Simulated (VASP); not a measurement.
Input for VASP

**KPOINTS**
```
kpoints
0
G
  14 14 14
```

POSCAR:
```
In
1
   -1.6184183900     1.6184183900     2.5045739844
    1.6184183900    -1.6184183900     2.5045739844
    1.6184183900     1.6184183900    -2.5045739844
In
1
Direct
  0.0000000000   1.0000000000   1.0000000000
```

### INCAR
```
# general
SYSTEM =In
PREC   =Accurate
ENCUT  =480   # plane-wave cut-off (eV)
LREAL  =.FALSE.
LASPH  =.TRUE.   # aspherical one-centre terms

# electronic loop
EDIFF  =1E-7   # SCF stop (eV)
NELM   =100   # most electronic steps
ALGO   =Normal
LMAXMIX=4   # l cut-off of mixed one-centre charges
LMIXTAU=.TRUE.

# smearing
ISMEAR =1
SIGMA  =0.1   # width (eV)

# functional
METAGGA=R2SCAN

# ions
ISIF   =2

# output
LWAVE  =.FALSE.
LCHARG =.FALSE.
```

POTCAR, in this order: In_d (PBE.64 set). Program: vasp_std.

**Question.** Translate this r2SCAN calculation to Ansatz.

**Answer.** One equivalent input (not run):
Ansatz 0.2 input:
```yaml
crystal:
  lattice:
    - [-1.6184184, 1.6184184, 2.5045740]
    - [1.6184184, -1.6184184, 2.5045740]
    - [1.6184184, 1.6184184, -2.5045740]
  atoms:
    - { symbol: In, position: [0.0000000, 1.0000000, 1.0000000] }
kpoints:
  mp_grid: { grid: [14, 14, 14] }
hamiltonian:
  xc: r2scan
  pseudopotentials: { kind: paw }
scf:
  occupations: { method: methfessel_paxton, width: 0.1 }
  max_iter: 100
output: { forces: true, stress: true, eigenvalues: true }
```
The two are equivalent in intent, not identical: each code has its own PAW files, so the cut-off isn't converted (ENCUT is set for VASP's; basis.ecutwfc is left out, and Ansatz then takes the one that its files recommend); Ansatz stops its SCF on the density residual and VASP on the energy change (EDIFF).

The compound is In in the bct structure. It was relaxed first.
